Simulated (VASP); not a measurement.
Given:

```yaml
crystal:
  lattice:
    - [0.00000, 2.15518, 2.15518]
    - [2.15518, 0.00000, 2.15518]
    - [8.61459, 8.61459, 0.00612]
  atoms:
    - { symbol: V, position: [0.00000, 0.00000, 0.00000] }
    - { symbol: N, position: [0.51737, 0.51737, 0.11197] }
    - { symbol: N, position: [0.50685, 0.50685, 0.36986] }
    - { symbol: N, position: [0.49315, 0.49315, 0.63014] }
    - { symbol: N, position: [0.48263, 0.48263, 0.88803] }
    - { symbol: Nb, position: [0.01187, 0.01187, 0.24109] }
    - { symbol: Nb, position: [0.00000, 0.00000, 0.50000] }
    - { symbol: Nb, position: [0.98813, 0.98813, 0.75891] }
```

These are PBEsol GGA, VASP's PBE PAW potentials (set 64) (plane waves; VASP 6.6.1) values and carry that method's errors. Numerical set-up: 520 eV cut-off, Gaussian smearing of 0.050 eV, potentials V_sv N Nb_sv.

Question: Estimate the band gap (along the path) with the smallest direct gap where there is one.

Answer: 
The band gap (along the path) comes out as none (metal, semimetal or under 0.01 eV).

Total energies compare only between runs with the same potentials, cut-off and functional.

The structure was generated: Nb3VN4 was put into an ordered model structure (R-3m), which need not be its known phase. It was relaxed first. The run is not spin-polarised, so no magnetic state was tried.
